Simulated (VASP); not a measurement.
Level of theory: r2SCAN+rVV10, VASP's PBE PAW potentials (set 64) (plane waves; VASP 6.6.1).

A VASP calculation is set up with these files.

INCAR:
```
LMIXTAU = .TRUE.
IBRION = 2   # conjugate gradients
METAGGA = R2SCAN
PREC = Accurate
LMAXMIX = 6   # l cut-off of mixed one-centre charges
BPARAM = 11.95
SIGMA = 0.1
LCHARG = .FALSE.
LUSE_VDW = .TRUE.
ENCUT = 520   # plane-wave cut-off (eV)
LREAL = .FALSE.   # projection in real space or not
ISMEAR = 1   # Methfessel-Paxton
ALGO = Normal
LASPH = .TRUE.   # aspherical one-centre terms
EDIFF = 1E-6
ISIF = 3   # ions, shape and volume
NSW = 60   # most ionic steps
SYSTEM = Ta
EDIFFG = -0.01   # ionic stop
CPARAM = 0.0093
NELM = 100   # most electronic steps
LWAVE = .FALSE.
```

POSCAR:
```
Ta
1
   -1.6500000000     1.6500000000     1.6500000000
    1.6500000000    -1.6500000000     1.6500000000
    1.6500000000     1.6500000000    -1.6500000000
Ta
1
Direct
  0.0000000000   0.0000000000   0.0000000000
```

KPOINTS:
```
Automatic mesh
0
Gamma
14 14 14
0 0 0
```

POTCAR, in this order: Ta_pv (PBE.64 set). Program: vasp_std.

Output of the run:

File OUTCAR:
```
 ion  position               nearest neighbor table
   1  0.000  0.000  0.000-
  LATTYP: Found a body centered cubic cell.
 ALAT       =     3.3000000000
 Subroutine PRICEL returns:
 Original cell was already a primitive cell.
 Subroutine GETGRP returns: Found 48 space group operations
The static configuration has the point symmetry O_h .
The dynamic configuration has the point symmetry O_h .
 Subroutine INISYM returns: Found 48 space group operations
 Subroutine IBZKPT returns following result:
 Found    104 irreducible k-points:

 Following reciprocal coordinates:
            Coordinates               Weight
  0.000000  0.000000  0.000000      1.000000
  0.071429  0.000000  0.000000     12.000000
  0.142857  0.000000  0.000000     12.000000
  0.214286  0.000000  0.000000     12.000000
  0.285714  0.000000  0.000000     12.000000
  0.357143  0.000000  0.000000     12.000000
  0.428571  0.000000  0.000000     12.000000
  0.500000  0.000000  0.000000      6.000000
  0.071429  0.071429  0.000000     24.000000
  0.142857  0.071429  0.000000     48.000000
...
```

**OSZICAR**
```
       N       E                     dE             d eps       ncg     rms          rms(c)
DAV:   1     0.972493641698E+01    0.97249E+01   -0.67470E+03  1880   0.121E+03
DAV:   2    -0.510462614533E+02   -0.60771E+02   -0.59958E+02  2417   0.258E+02
DAV:   3    -0.517356797534E+02   -0.68942E+00   -0.65710E+00  2204   0.276E+01
DAV:   4    -0.517435982863E+02   -0.79185E-02   -0.78915E-02  2318   0.191E+00
DAV:   5    -0.517436943304E+02   -0.96044E-04   -0.96039E-04  2110   0.150E-01    0.146E+01
DAV:   6    -0.479318138026E+02    0.38119E+01   -0.14089E+00  1933   0.165E+01    0.575E+00
DAV:   7    -0.485147379494E+02   -0.58292E+00   -0.24042E-01  1886   0.638E+00    0.176E+00
DAV:   8    -0.480739016584E+02    0.44084E+00   -0.34446E-01  1899   0.731E+00    0.734E-01
DAV:   9    -0.483860453060E+02   -0.31214E+00   -0.46779E-02  1913   0.216E+00    0.371E-01
DAV:  10    -0.484101770135E+02   -0.24132E-01   -0.51924E-03  1911   0.836E-01    0.310E-01
DAV:  11    -0.484146495787E+02   -0.44726E-02   -0.52712E-03  1903   0.866E-01    0.573E-02
DAV:  12    -0.484145120174E+02    0.13756E-03   -0.73987E-04  1896   0.305E-01    0.584E-02
DAV:  13    -0.484145174386E+02   -0.54212E-05   -0.75614E-05  2034   0.115E-01    0.230E-02
DAV:  14    -0.484145179147E+02   -0.47609E-06   -0.27956E-06  2207   0.230E-02
   1 F= -.48414518E+02 E0= -.48414612E+02  d E =-.484145E+02
       N       E                     dE             d eps       ncg     rms          rms(c)
DAV:   1    -0.484154656560E+02   -0.94822E-03   -0.37991E-02  1915   0.291E+00    0.319E-01
DAV:   2    -0.484145002611E+02    0.96539E-03   -0.13287E-03  1911   0.465E-01    0.108E-01
DAV:   3    -0.484142781826E+02    0.22208E-03   -0.83582E-04  1908   0.364E-01    0.425E-02
DAV:   4    -0.484141088264E+02    0.16936E-03   -0.27873E-04  1906   0.206E-01    0.191E-02
DAV:   5    -0.484143433274E+02   -0.23450E-03   -0.10496E-04  1887   0.133E-01    0.472E-03
DAV:   6    -0.484143392503E+02    0.40771E-05   -0.26286E-06  1963   0.214E-02    0.406E-03
DAV:   7    -0.484143428464E+02   -0.35961E-05   -0.82899E-07   970   0.142E-02    0.877E-04
DAV:   8    -0.484143423443E+02    0.50211E-06   -0.81504E-08   947   0.392E-03
   2 F= -.48414342E+02 E0= -.48414410E+02  d E =0.175570E-03
       N       E                     dE             d eps       ncg     rms          rms(c)
DAV:   1    -0.484152367345E+02   -0.89389E-03   -0.25473E-02  1912   0.239E+00    0.251E-01
DAV:   2    -0.484146259308E+02    0.61080E-03   -0.85827E-04  1910   0.371E-01    0.848E-02
DAV:   3    -0.484144770436E+02    0.14889E-03   -0.52969E-04  1899   0.289E-01    0.338E-02
DAV:   4    -0.484143624022E+02    0.11464E-03   -0.19344E-04  1909   0.172E-01    0.155E-02
DAV:   5    -0.484145173903E+02   -0.15499E-03   -0.75439E-05  1887   0.113E-01    0.367E-03
DAV:   6    -0.484145187453E+02   -0.13549E-05   -0.18629E-06  1845   0.179E-02    0.313E-03
DAV:   7    -0.484145190307E+02   -0.28542E-06   -0.62615E-07   956   0.124E-02
   3 F= -.48414519E+02 E0= -.48414608E+02  d E =-.111594E-05
```

File OUTCAR:
```
------------------------ aborting loop because EDIFF is reached ----------------------------------------
  FORCE on cell =-STRESS in cart. coord.  units (eV):
  Direction    XX          YY          ZZ          XY          YZ          ZX
  --------------------------------------------------------------------------------------
  Total        0.0089663      0.0089663      0.0089663      0.0000000     -0.0000000      0.0000000
  in kB        0.8001190      0.8001190      0.8001190      0.0000000     -0.0000000      0.0000000
  external PRESSURE =       0.8001190 kB  Pullay stress =       0.0000000 kB
  volume of cell :       17.95
      direct lattice vectors                 reciprocal lattice vectors
    -1.649568810  1.649568810  1.649568810     0.000000000  0.303109514  0.303109514
     1.649568810 -1.649568810  1.649568810     0.303109514  0.000000000  0.303109514
     1.649568810  1.649568810 -1.649568810     0.303109514  0.303109514  0.000000000
 POSITION                                       TOTAL-FORCE (eV/Angst)
 -----------------------------------------------------------------------------------
      0.00000      0.00000      0.00000         0.000000      0.000000      0.000000
 -----------------------------------------------------------------------------------
    total drift:                               -0.000000      0.000000      0.000000
  FREE ENERGIE OF THE ION-ELECTRON SYSTEM (eV)
  ---------------------------------------------------
  free  energy   TOTEN  =       -48.4145190307 eV

  energy  without entropy=      -48.4147849729  energy(sigma->0) =      -48.41460768

 reached required accuracy - stopping structural energy minimisation
```
(Selected blocks of OUTCAR.)

CONTCAR:
```
Ta
   1.00000000000000
    -1.6495688095797485    1.6495688095797485    1.6495688095797485
     1.6495688095797485   -1.6495688095797485    1.6495688095797485
     1.6495688095797485    1.6495688095797485   -1.6495688095797485
  Ta
     1
Direct
     0.0000000000000000    0.0000000000000000    0.0000000000000000
```

The compound is Ta in the bcc structure. This run relaxes it. Symmetry was kept, so distortions that lower it aren't found.
